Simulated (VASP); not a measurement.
Here is a VASP 6.6.1 calculation.

Contents of INCAR:

```
PREC = Accurate
ENCUT = 520
EDIFF = 1E-6
ISMEAR = 0
SIGMA = 0.1
LREAL = False
LASPH = True
NELM = 150
ALGO = Normal
ISIF = 2
LWAVE = False
LCHARG = False
ISPIN = 2
MAGMOM = 0 0.35 0.35 0.35
LORBIT = 11
LMAXMIX = 4
GGA = CA
NBANDS = 26
```

KPOINTS

```
Automatic mesh
0
Gamma
  10 10 10
```

File POSCAR:

```
TaO3
1.0
    3.8960737128      0.0000000000      0.0000000000
    0.0000000000      3.8960737128      0.0000000000
    0.0000000000      0.0000000000      3.8960737128
Ta O
1 3
Direct
    0.5000000000      0.5000000000      0.5000000000
    0.0000000000      0.5000000000      0.5000000000
    0.5000000000      0.5000000000      0.0000000000
    0.5000000000      0.0000000000      0.5000000000
```

Potentials or basis: VASP PAW LDA potentials, release 64 (Ta_pv, O).

Command:

```sh
$ cat potpaw_LDA.64/Ta_pv/POTCAR potpaw_LDA.64/O/POTCAR > POTCAR
$ mpirun -np 1 vasp_std > vasp.out
```

**Question.** Estimate the site moments.

**Answer.** Ta -0.03; O +0.11 μB.

**Question.** Predict the band gap on the k mesh.

**Answer.** None (metal or under the smearing width).

**Question.** What does it give for the pressure?

**Answer.** 1.1 GPa.

Spin-orbit coupling is left out, which matters for the levels of Ta.
